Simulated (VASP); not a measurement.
Consider the following.

```
MgI2
1.0
    2.10353    -3.64343     0.00000
    2.10353     3.64343     0.00000
    0.00000     0.00000     6.89547
Mg I
1 2
Direct
  0.00000   0.00000   0.00000
  0.33333   0.66667   0.24084
  0.66667   0.33333   0.75916
```

These are vdW-DF2, VASP's PBE PAW potentials (set 64) (plane waves; VASP) values and carry that method's errors. Run with 520 eV cut-off, 6×6×3 Γ-centred mesh, Gaussian smearing of 0.050 eV, potentials Mg I.

Q: The ions and cell shape at fixed volume are relaxed. Which structure does the run end with?

A: 
```
MgI2
1.0
    2.11649    -3.66587     0.00000
    2.11649     3.66587     0.00000
    0.00000     0.00000     6.81131
Mg I
1 2
Direct
  0.00000   0.00000   0.00000
  0.33333   0.66667   0.24822
  0.66667   0.33333   0.75178
```
Space group P-3m1 (164), at a tolerance of 0.03 Å.

Q: How much energy does the relaxation gain?

A: The energy (σ→0) changes by -4.6 meV/atom, in 5 ionic steps.

The compound is MgI2 in the 1T layered structure. This cell is one point of a volume scan, at 0.94 of the reference volume. Symmetry was kept, so distortions that lower it aren't found.
